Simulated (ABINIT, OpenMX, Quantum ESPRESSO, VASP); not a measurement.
**Rh: programs and potentials compared**

```xyz
6
Lattice="2.6892 0.0000 0.0000 -1.3446 2.3289 0.0000 0.0000 0.0000 25.9786" Properties=species:S:1:pos:R:3 pbc="T T T"
Rh    1.3446    0.7763    7.5000
Rh    0.0000    1.5526    9.6957
Rh    0.0000    0.0000   11.8914
Rh    1.3446    0.7763   14.0872
Rh    0.0000    1.5526   16.2829
Rh    0.0000    0.0000   18.4786
```

Alike in all runs: functional PBE; k mesh 11 × 11 × 1; occupations fermi-dirac, width 0.05 eV; no spin polarisation; no spin-orbit coupling.

```csv
program and potentials,plane-wave cutoff (eV),notes,largest force (eV/Å)
"VASP, PBE PAW files Rh_pv, 520 eV",520,15 valence electrons an atom on average,0.233
"ABINIT, JTH PAW PBE v2.0",435,17 valence electrons an atom on average,0.237
"OpenMX, OpenMX 2013 PBE set, Rh7.0-s3p2d2, grid cutoff 400 Ry",-,atomic basis; 15 valence electrons an atom on average,0.248
"Quantum ESPRESSO, PseudoDojo 0.4.1 SR PBE standard",1197,17 valence electrons an atom on average,0.233
```

Force on atom 3 (Rh), eV/Å:

```
                                       program and potentials      x      y       z
                            VASP, PBE PAW files Rh_pv, 520 eV  0.000  0.000  -0.233
                                     ABINIT, JTH PAW PBE v2.0  0.000  0.000  -0.237
OpenMX, OpenMX 2013 PBE set, Rh7.0-s3p2d2, grid cutoff 400 Ry  0.000  0.000  -0.227
           Quantum ESPRESSO, PseudoDojo 0.4.1 SR PBE standard  0.000  0.000  -0.233
```

Rows in atomic bases carry the error of their basis and grid, which can be large.

Differences between rows come from potentials, basis sets and numerical settings, since the functional is the same but for its coding. Runs on potential files found faulty are left out.
